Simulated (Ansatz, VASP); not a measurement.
## K6Sr5Si30P6O83 (glassy 73SiO2-12SrO-7K2O-7P2O5 (mol %)): VASP beside Ansatz

One calculation is typed for both programs; each brings its own data sets. How far apart do they land? Of the first pair: The structure shown is the start of the Ansatz relaxation below; VASP solves that cell, so the two are compared at the walk's first step.

Main program and level: Ansatz 0.2.0; plane waves, with VASP 6.6.1 beside it; single point at PBE.

### Step 1. Starting point

The cell holds 130 atoms: 30 Si, 5 Sr, 6 K, 6 P and 83 O. Cell: a = 12.503 Å, b = 12.503 Å, c = 12.503 Å, α = 90.0°, β = 90.0°, γ = 90.0°. As first built, before any earlier steps moved the atoms (in the runner's words): 130 atoms (30 Si, 5 Sr, 6 K, 6 P, 83 O) placed at random at 2.55 g/cm^3, melted at 4000 K for 10 ps at fixed volume with the Morse and Coulomb pair potential with partial charges (Pedone, Malavasi, Menziani, Cormack and Segre, J. Phys. Chem. B 110, 11780 (2006)). Quenched from 4000 K to 300 K at 50 K/ps and fixed volume, held 10 ps at zero pressure, then minimised at fixed cell.

### Step 2. Ansatz: relaxation, PBE

Ansatz runs on its default PAW (the set named soft_2) files.

The two programs are compared at the cell with which this relaxation starts, whose forces are those of its first step.

The input, input.yaml:

```yaml
crystal:
  lattice:
    - [12.50281, 0.0, 0.0]
    - [0.0, 12.50281, 0.0]
    - [0.0, 0.0, 12.50281]
  atoms:
    - { symbol: Si, position: [0.21821, 0.61038, 0.04911] }
    - { symbol: Si, position: [0.94058, 0.41263, 0.58985] }
    - { symbol: Si, position: [0.8678, 0.61476, 0.91058] }
    - { symbol: Si, position: [0.91497, 0.38308, 0.01095] }
    - { symbol: Si, position: [0.18262, 0.04714, 0.47225] }
    - { symbol: Si, position: [0.64714, 0.51143, 0.92276] }
    - { symbol: Si, position: [0.15779, 0.36354, 0.01282] }
    - { symbol: Si, position: [0.30894, 0.37236, 0.60414] }
    - { symbol: Si, position: [0.14355, 0.28782, 0.76959] }
    - { symbol: Si, position: [0.27008, 0.61609, 0.30356] }
    - { symbol: Si, position: [0.40896, 0.99714, 0.8818] }
    - { symbol: Si, position: [0.00721, 0.92863, 0.73264] }
    - { symbol: Si, position: [0.22309, 0.0605, 0.72383] }
    - { symbol: Si, position: [0.75128, 0.57916, 0.5433] }
    - { symbol: Si, position: [0.04763, 0.56403, 0.74923] }
    - { symbol: Si, position: [0.88811, 0.58797, 0.26761] }
    - { symbol: Si, position: [0.80658, 0.07403, 0.68619] }
    - { symbol: Si, position: [0.72864, 0.43099, 0.15409] }
    - { symbol: Si, position: [0.87232, 0.75942, 0.44878] }
    - { symbol: Si, position: [0.70858, 0.40742, 0.70932] }
    - { symbol: Si, position: [0.93375, 0.20797, 0.8401] }
    - { symbol: Si, position: [0.94502, 0.99837, 0.39968] }
    - { symbol: Si, position: [0.07597, 0.89839, 0.22156] }
    - { symbol: Si, position: [0.51712, 0.24935, 0.69126] }
    - { symbol: Si, position: [0.99475, 0.71596, 0.07905] }
    - { symbol: Si, position: [0.57253, 0.00246, 0.69897] }
    - { symbol: Si, position: [0.27281, 0.82206, 0.44069] }
    - { symbol: Si, position: [0.69882, 0.07315, 0.04332] }
    - { symbol: Si, position: [0.07738, 0.46854, 0.38553] }
    - { symbol: Si, position: [0.83559, 0.21, 0.47924] }
[... 94 atom lines left out ...]
    - { symbol: O, position: [0.20855, 0.35326, 0.68093] }
    - { symbol: O, position: [0.52007, 0.98244, 0.81613] }
    - { symbol: O, position: [0.40795, 0.29589, 0.64742] }
    - { symbol: O, position: [0.66426, 0.47288, 0.04918] }
    - { symbol: O, position: [0.53161, 0.7124, 0.55778] }
    - { symbol: O, position: [0.48432, 0.29215, 0.024] }
kpoints:
  mp_grid: { grid: [1, 1, 1] }
hamiltonian:
  xc: pbe
scf:
  occupations: { method: fixed }
output:
  forces: true
relax:
  f_tol: 0.05
  max_steps: 150
  cell: {}
```

Launch:

```bash
> ansatz run input.yaml --threads 4 --pin off --max-ram 8192MiB --backend cpu --events-out ev --progress --plain --runs-dir out
```

Numbers of over 12 decimals in the logs are rounded to 6 here.

What it wrote:

```text
Engine: ansatz 0.2.0, x86_64-unknown-linux-gnu
Pseudopotentials: kind: paw
Pseudopotential: Si, paw, valence charge 4, recommended cutoff 420 eV (normal), Si.paw.azcp
Pseudopotential: Sr, paw, valence charge 10, recommended cutoff 420 eV (normal), Sr.paw.azcp
Pseudopotential: K, paw, valence charge 9, recommended cutoff 420 eV (normal), K.paw.azcp
Pseudopotential: P, paw, valence charge 5, recommended cutoff 420 eV (normal), P.paw.azcp
Pseudopotential: O, paw, valence charge 6, recommended cutoff 420 eV (normal), O.paw.azcp
Functional definition: PBE
  parameter kappa = 0.804
  parameter beta = 0.066725
  exchange = pbe_x(kappa = kappa, mu = beta*pi^2/3)
  correlation = pbe_c(beta = beta)
Crystal: 130 atoms, lattice volume = 1954.442 Å³
Basis set: ecut = 420 eV, 38161 PW (Γ), exchange–correlation on 180×180×180 points (8 copies of the dense FFT grid, shifted against one another)
Bands: 506, of which v1, the nominal top of the filled ones, is band 376 counted from 1 (375 counted from 0)
Symmetry: 1 space group operations
Space group: P1 (ITA 1), of the structure as read, at distance tolerance 1.3e-4 Å
k-points: 1
Non-local potential: Si, projectors of the file, l = 0: 2, l = 1: 2, l = 2: 2
Non-local potential: Sr, projectors of the file, l = 0: 3, l = 1: 2, l = 2: 2
Non-local potential: K, projectors of the file, l = 0: 3, l = 1: 2, l = 2: 2
Non-local potential: P, projectors of the file, l = 0: 2, l = 1: 2, l = 2: 2
Non-local potential: O, projectors of the file, l = 0: 2, l = 1: 2, l = 2: 1
PAW form: soft (Blöchl's): semilocal exchange-correlation on the pseudo side does not see the compensation charge
PAW one-centre angular grid: Si, 110 points (default); XC on 64 Gauss nodes
PAW one-centre angular grid: Sr, 110 points (default); XC on 64 Gauss nodes
PAW one-centre angular grid: K, 110 points (default); XC on 64 Gauss nodes
PAW one-centre angular grid: P, 110 points (default); XC on 64 Gauss nodes
PAW one-centre angular grid: O, 110 points (default); XC on 64 Gauss nodes
Initial density: superposition of atomic densities (neutral atoms: chi_scale 0, normalization atom), corrected by the library's trained network
Initial wavefunctions: pseudopotential atomic-orbital guess
Functional: x = pbe(κ = 0.804, μ = 0.219515), c = pbe(β = 0.066725)
SCF iter   1: F=—  HF=-97777.482585 eV  |F-HF|=—  |Δ(HF+E_count)|=         —  Δρ=2.44e-3  dr2=1.75e-1  ethr=1.77e-3  ⟨swp⟩=7.0  Hψ=1812  notcnv=0  defer=128
preconditioner: auto → Resta (q_TF=auto, 2.327 Å⁻¹)  ε∞=2.9  [insulator: Δε(μ)=2.865 eV  Ē_g=16.350 eV  n_scr=436 (ndim 8)  ℏωp=22.7 eV  f_vac=0.183  ε∞_Penn≈2.9]
SCF iter   2: F=—  HF=-97777.454606 eV  |F-HF|=—  |Δ(HF+E_count)|=   2.80e-2  Δρ=1.24e-3  dr2=3.94e-2  ethr=2.33e-5  ⟨swp⟩=5.0  Hψ=841  notcnv=0  defer=128
SCF iter   3: F=—  HF=-97777.455263 eV  |F-HF|=—  |Δ(HF+E_count)|=   6.57e-4  Δρ=5.62e-4  dr2=1.03e-2  ethr=5.25e-6  ⟨swp⟩=4.0  Hψ=675  notcnv=0  defer=116
automatic band count: iteration 3 solves 494 bands in place of 506: the levels show a gap, and the empty bands left out lie too high to hold charge; the band table lists the bands solved (type scf.n_extra_bands for more)
SCF iter   4: F=—  HF=-97777.454318 eV  |F-HF|=—  |Δ(HF+E_count)|=   9.45e-4  Δρ=2.36e-4  dr2=1.22e-3  ethr=1.37e-6  ⟨swp⟩=3.0  Hψ=725  notcnv=0  defer=116
SCF iter   5: F=—  HF=-97777.454291 eV  |F-HF|=—  |Δ(HF+E_count)|=   2.70e-5  Δρ=1.24e-4  dr2=2.79e-4  ethr=1.62e-7  ⟨swp⟩=3.0  Hψ=726  notcnv=0  defer=116
SCF iter   6: F=—  HF=-97777.454334 eV  |F-HF|=—  |Δ(HF+E_count)|=   4.27e-5  Δρ=3.49e-5  dr2=2.38e-5  ethr=3.71e-8  ⟨swp⟩=3.0  Hψ=694  notcnv=0  defer=116
SCF iter   7: F=—  HF=-97777.458676 eV  |F-HF|=—  |Δ(HF+E_count)|=   4.34e-3  Δρ=1.77e-5  dr2=5.82e-6  ethr=3.17e-9  ⟨swp⟩=3.0  Hψ=907  notcnv=0  defer=116
SCF iter   8: F=—  HF=-97777.458676 eV  |F-HF|=—  |Δ(HF+E_count)|=   1.42e-7  Δρ=7.21e-6  dr2=1.04e-6  ethr=7.74e-10  ⟨swp⟩=3.0  Hψ=720  notcnv=0  defer=116
SCF iter   9: F=—  HF=-97777.458676 eV  |F-HF|=—  |Δ(HF+E_count)|=   1.33e-7  Δρ=2.09e-6  dr2=1.12e-7  ethr=1.39e-10  ⟨swp⟩=3.0  Hψ=679  notcnv=0  defer=116
SCF iter  10: F=-97777.458676 eV  HF=-97777.458676 eV  |F-HF|=3.43e-8  |Δ(HF+E_count)|=   2.81e-8  Δρ=1.53e-6  dr2=4.04e-8  ethr=1.33e-11  ⟨swp⟩=6.0  Hψ=1487  notcnv=0
SCF 1 converged in 10 iterations: F = -97777.458676 eV  dr2 = 4.04e-8
  greatest PAW one-centre occupation: 0.987 electrons in one spin orbital (limit 2), on the K atom at site 36 (counted from 0), in its partial waves of l = 0
relax step   1: F+E_penalty+E_count = -97777.45867569 eV  Δ(F+E_penalty+E_count) = +0.000e0 eV  max|allowed force component| = 2.983e0 eV/Å  Δτ_max = 0.0000 Å  P = +3.889 GPa  Ω = 1954.442 Å³  (10 SCF iters, dr2 threshold 1.00e-7 eV, accepted)
Crystal: 130 atoms, lattice volume = 1943.907 Å³
[...]
- { symbol: Si, position: [0.521839, 0.245361, 0.697494] }
    - { symbol: Si, position: [1.025019, 0.716994, 0.094169] }
    - { symbol: Si, position: [0.571731, -0.0032034, 0.704092] }
    - { symbol: Si, position: [0.246735, 0.837126, 0.439444] }
    - { symbol: Si, position: [0.681426, 0.045036, 0.045557] }
    - { symbol: Si, position: [0.073772, 0.470725, 0.393722] }
    - { symbol: Si, position: [0.835549, 0.205239, 0.473599] }
    - { symbol: Sr, position: [0.887760, 0.945893, -0.00548784] }
    - { symbol: Sr, position: [0.282911, 0.098407, 0.067480] }
    - { symbol: Sr, position: [0.366525, 0.576877, 0.814928] }
    - { symbol: Sr, position: [0.484598, 0.513301, 0.491070] }
    - { symbol: Sr, position: [0.406669, 0.356787, 0.200823] }
    - { symbol: K, position: [0.600923, 0.832893, 0.419818] }
    - { symbol: K, position: [0.363062, 0.850690, 0.179140] }
    - { symbol: K, position: [0.541969, 0.777430, 0.974963] }
    - { symbol: K, position: [0.956794, 0.187559, 0.189999] }
    - { symbol: K, position: [0.733642, 0.760254, 0.729374] }
    - { symbol: K, position: [0.211126, 0.790643, 0.864409] }
    - { symbol: P, position: [0.650032, 0.275712, 0.311592] }
    - { symbol: P, position: [0.437568, 0.792987, 0.611333] }
    - { symbol: P, position: [0.060944, 0.750578, 0.576207] }
    - { symbol: P, position: [0.532738, 0.070377, 0.228459] }
    - { symbol: P, position: [0.220426, 0.284099, 0.404487] }
    - { symbol: P, position: [0.520493, 0.211723, 0.940040] }
    - { symbol: O, position: [0.356953, 0.850289, 0.535177] }
    - { symbol: O, position: [0.934545, 0.512197, 0.977512] }
    - { symbol: O, position: [0.134260, 0.686839, 0.039337] }
    - { symbol: O, position: [0.048304, 0.00237585, 0.489747] }
    - { symbol: O, position: [0.146237, 0.834330, 0.335762] }
    - { symbol: O, position: [0.884469, 0.108565, 0.400327] }
    - { symbol: O, position: [0.126422, 0.352646, 0.355846] }
    - { symbol: O, position: [0.539993, 0.260773, 0.827169] }
    - { symbol: O, position: [-0.00662966, 0.461572, 0.694079] }
    - { symbol: O, position: [0.303332, 0.263886, 0.328628] }
    - { symbol: O, position: [0.422335, 0.124722, 0.916999] }
    - { symbol: O, position: [0.602230, 0.338780, 0.648459] }
    - { symbol: O, position: [0.507131, 0.981813, 0.305989] }
    - { symbol: O, position: [0.269249, 0.344231, 0.506027] }
    - { symbol: O, position: [0.767305, 0.622807, 0.902242] }
    - { symbol: O, position: [0.976533, 0.108837, 0.932978] }
    - { symbol: O, position: [0.085430, 0.653680, 0.645418] }
    - { symbol: O, position: [0.912021, 0.873740, 0.819690] }
    - { symbol: O, position: [0.161694, 0.567339, 0.365618] }
    - { symbol: O, position: [0.989049, 0.624778, 0.176955] }
    - { symbol: O, position: [1.004968, 0.989827, 0.284005] }
    - { symbol: O, position: [0.164720, 0.568813, 0.815051] }
    - { symbol: O, position: [0.373290, 0.926309, 0.972637] }
    - { symbol: O, position: [0.530377, 0.894296, 0.626644] }
[...]
- { symbol: O, position: [0.993365, 0.715287, 0.474893] }
    - { symbol: O, position: [0.621834, 0.148938, 0.972664] }
    - { symbol: O, position: [0.207579, 0.330254, 0.700841] }
    - { symbol: O, position: [0.522498, 0.970232, 0.818708] }
    - { symbol: O, position: [0.398143, 0.259815, 0.656585] }
    - { symbol: O, position: [0.680940, 0.462160, 0.024557] }
    - { symbol: O, position: [0.497702, 0.705853, 0.556798] }
    - { symbol: O, position: [0.488072, 0.296364, 0.014525] }
```

### Step 3. VASP: single point, PBE, start cell, pair 1

The same cell, functional and mesh now go to VASP, with its own data sets.

Lines of VASP's logs that name or quote its potential files are left out, and so is its time.

The input, INCAR:

```
SYSTEM = K6Sr5Si30P6O83
PREC = Accurate
ENCUT = 520
EDIFF = 1E-06
NELM = 120
ISMEAR = 0
SIGMA = 0.01
LREAL = Auto
ALGO = Normal
GGA = PE
NBANDS = 480
LORBIT = 11
LWAVE = .FALSE.
LCHARG = .FALSE.
ISIF = 2
LASPH = .TRUE.
GGA_COMPAT = .FALSE.
EFERMI = MIDGAP
NCORE = 4
```

The input, POSCAR:

```
K6Sr5Si30P6O83
1.0
   12.5028100000      0.0000000000      0.0000000000
    0.0000000000     12.5028100000      0.0000000000
    0.0000000000      0.0000000000     12.5028100000
Si Sr K P O
30 5 6 6 83
Direct
    0.2182069471      0.6103827859      0.0491089603
    0.9405805575      0.4126272414      0.5898514014
    0.8677969193      0.6147578024      0.9105793018
    0.9149703147      0.3830818832      0.0109495385
    0.1826229464      0.0471414026      0.4722538373
    0.6471425224      0.5114290308      0.9227605634
    0.1577885291      0.3635422757      0.0128211178
    0.3089385506      0.3723562943      0.6041361902
    0.1435517296      0.2878232973      0.7695869968
    0.2700832853      0.6160935022      0.3035637589
    0.4089560667      0.9971438421      0.8818017710
    0.0072063800      0.9286312437      0.7326433018
    0.2230938485      0.0604984000      0.7238292832
    0.7512791125      0.5791578053      0.5433018657
    0.0476292929      0.5640332053      0.7492315727
    0.8881123523      0.5879718239      0.2676118409
    0.8065786811      0.0740313578      0.6861897445
    0.7286362026      0.4309911132      0.1540933598
    0.8723239016      0.7594212821      0.4487791145
    0.7085767120      0.4074204119      0.7093205447
    0.9337500930      0.2079692485      0.8400991457
    0.9450195596      0.9983675670      0.3996781524
    0.0759669226      0.8983900419      0.2215581937
    0.5171237506      0.2493519457      0.6912606046
    0.9947523797      0.7159590524      0.0790462304
    0.5725272959      0.0024634462      0.6989708713
    0.2728106722      0.8220632002      0.4406929322
    0.6988189055      0.0731515555      0.0433182621
    0.0773826044      0.4685426716      0.3855293330
    0.8355881598      0.2100007918      0.4792362677
[... 94 atom lines left out ...]
    0.2085531173      0.3532565879      0.6809269276
    0.5200670889      0.9824431468      0.8161285343
    0.4079482932      0.2958934831      0.6474224594
    0.6642586746      0.4728776971      0.0491809441
    0.5316084944      0.7123998525      0.5577786114
    0.4843231242      0.2921503246      0.0240026042
```

The input, KPOINTS:

```
Automatic mesh
0
Gamma
1 1 1
0 0 0
```

The projector-augmented-wave data sets are Si, Sr_sv, K_sv, P and O (PBE family, release 64).

Launch:

```bash
> mpirun -np 16 vasp_gam
```

What it wrote:

```text
[banner, memory and clock lines left out]
running   16 mpi-ranks, on    1 nodes
[...]
LDA part: xc-table for (Slater+PW92), standard interpolation
 POSCAR, INCAR and KPOINTS ok, starting setup
[...]
entering main loop
       N       E                     dE             d eps       ncg     rms          rms(c)
DAV:   1     0.742247010309E+04    0.74225E+04   -0.44105E+05   960   0.154E+03
DAV:   2    -0.397063089195E+03   -0.78195E+04   -0.75294E+04  1184   0.397E+02
DAV:   3    -0.107816291209E+04   -0.68110E+03   -0.67594E+03  1184   0.125E+02
DAV:   4    -0.109942187349E+04   -0.21259E+02   -0.21175E+02  1232   0.227E+01
[...]
DAV:  18    -0.952114642972E+03    0.19487E-05   -0.44222E-05  1224   0.121E-02    0.204E-02
DAV:  19    -0.952114637825E+03    0.51463E-05   -0.13991E-05  1080   0.893E-03    0.734E-03
DAV:  20    -0.952114637123E+03    0.70185E-06   -0.71966E-06  1064   0.802E-03
   1 F= -.95211464E+03 E0= -.95211464E+03  d E =0.000000E+00
```

OUTCAR, selected parts (step 3):

```text
  Total       47.3670481     44.7903870     49.0652560     -7.7753311     -4.6702191     -0.8100245
  in kB       38.8296976     36.7174492     40.2218236     -6.3739196     -3.8284673     -0.6640271
  external PRESSURE =      38.5896568 kB  Pullay stress =       0.0000000 kB

 POSITION                                       TOTAL-FORCE (eV/Angst)
 -----------------------------------------------------------------------------------
      2.72820      7.63150      0.61400        -1.333370     -0.747857      1.999447
     11.75990      5.15900      7.37480        -2.414829      1.509721     -0.552291
     10.84990      7.68620     11.38480         0.791042     -2.950955      0.293915
     11.43970      4.78960      0.13690         0.129122      1.238454     -1.441719
      2.28330      0.58940      5.90450        -1.093622     -0.119412      1.202947
      8.09110      6.39430     11.53710         2.284174     -0.662952     -0.584625
[...]
2.62780      6.00680      0.50370         0.656802     -0.047256      0.056013
     10.70390      8.63340      4.27760        -0.601686      0.045324     -0.851094
     10.27690      4.61180      8.44250         2.452451     -1.034103     -0.547007
      1.47850     12.39050      9.31350         0.286887     -0.283662      0.437948
      5.63480      0.56890      3.09840        -1.793378      0.488858     -0.381756
      0.66310      5.59040      6.31800        -0.765519     -0.642013      2.272412
      7.76060      0.64580      1.88650        -0.350142     -0.122592     -0.525387
[...]
-----------------------------------------------------------------------------------
    total drift:                               -0.017337     -0.005573     -0.036438

  FREE ENERGIE OF THE ION-ELECTRON SYSTEM (eV)
  ---------------------------------------------------
  free  energy   TOTEN  =      -952.1146371233 eV

  energy  without entropy=     -952.1146371233  energy(sigma->0) =     -952.11463712

[... 3 further parts left out ...]
[key lines of the parts left out:]
E-fermi :   3.5598
```

The run ends at a pressure of 3.86 GPa, with forces up to 3.8 eV/Å.

### Step 4. Differences

Known differences besides the potentials themselves: fixed occupations in Ansatz, narrow Gaussian smearing in VASP; the cutoff is 420 eV in Ansatz and 520 eV in VASP (PREC = Accurate, projectors in real space). Total energies have different zeros and are not compared.

Forces on 10 of the 130 atoms, those with the largest forces and the largest differences (eV/Å; atoms numbered as in POSCAR):

| atom | Ansatz x, y, z | VASP x, y, z |
| --- | --- | --- |
| Si3 | 0.800, -2.983, 0.290 | 0.791, -2.951, 0.294 |
| Si11 | 1.114, 2.686, -1.987 | 1.126, 2.720, -2.008 |
| O48 | -1.301, 1.135, -1.478 | -1.192, 1.090, -1.366 |
| O70 | -0.942, -2.279, 2.371 | -0.968, -2.329, 2.443 |
| O84 | 2.120, 2.372, -1.898 | 2.156, 2.408, -1.925 |
| O86 | -2.325, 0.210, -1.961 | -2.352, 0.192, -2.056 |
| O103 | 0.436, -0.692, 0.318 | 0.271, -0.736, 0.386 |
| O108 | -2.946, 1.380, -0.135 | -3.033, 1.393, -0.152 |
| O116 | 1.867, -1.521, 1.774 | 1.909, -1.565, 1.811 |
| O123 | 0.944, -0.866, -0.627 | 1.069, -0.825, -0.495 |

The forces differ by 43 meV/Å r.m.s., which is 4.3 % of the r.m.s. force of 0.996 eV/Å (both taken over all components).

### Step 5. Ansatz: relaxation, PBE

This run makes the geometry at which the two programs are then compared. The cell compared in this pair holds 1938.03 Å³, against 1954.44 Å³ for the pair before.

The structure compared here is the end of the Ansatz relaxation.

input.yaml is that of step 2.

Launch:

```bash
> ansatz run input.yaml --threads 4 --pin off --max-ram 8192MiB --backend cpu --events-out ev --progress --plain --runs-dir out
```

What it wrote:

```text
[...]
Crystal: 130 atoms, lattice volume = 1954.442 Å³
Basis set: ecut = 420 eV, 38161 PW (Γ), exchange–correlation on 180×180×180 points (8 copies of the dense FFT grid, shifted against one another)
Bands: 506, of which v1, the nominal top of the filled ones, is band 376 counted from 1 (375 counted from 0)
Symmetry: 1 space group operations
[...]
k-points: 1
[...]
- { symbol: O, position: [0.934545, 0.512197, 0.977512] }
    - { symbol: O, position: [0.134260, 0.686839, 0.039337] }
    - { symbol: O, position: [0.048304, 0.00237585, 0.489747] }
    - { symbol: O, position: [0.146237, 0.834330, 0.335762] }
    - { symbol: O, position: [0.884469, 0.108565, 0.400327] }
    - { symbol: O, position: [0.126422, 0.352646, 0.355846] }
    - { symbol: O, position: [0.539993, 0.260773, 0.827169] }
[...]
- { symbol: O, position: [0.398143, 0.259815, 0.656585] }
    - { symbol: O, position: [0.680940, 0.462160, 0.024557] }
    - { symbol: O, position: [0.497702, 0.705853, 0.556798] }
    - { symbol: O, position: [0.488072, 0.296364, 0.014525] }
```

(Part 1 of 2 ends here.)

[Lines on the potential files, build, host, timing and source positions are cut from VASP's logs without a mark.]

[Logs are printed without paths, hosts, clocks, repeated set-up lines and the standing remarks that a program may print on its own settings, such as how far it seeks lower states.]

[Hosts, paths, dates, database ids (printed as entryN), source tags and the programs' standing remarks are cut or masked in the printed files.]
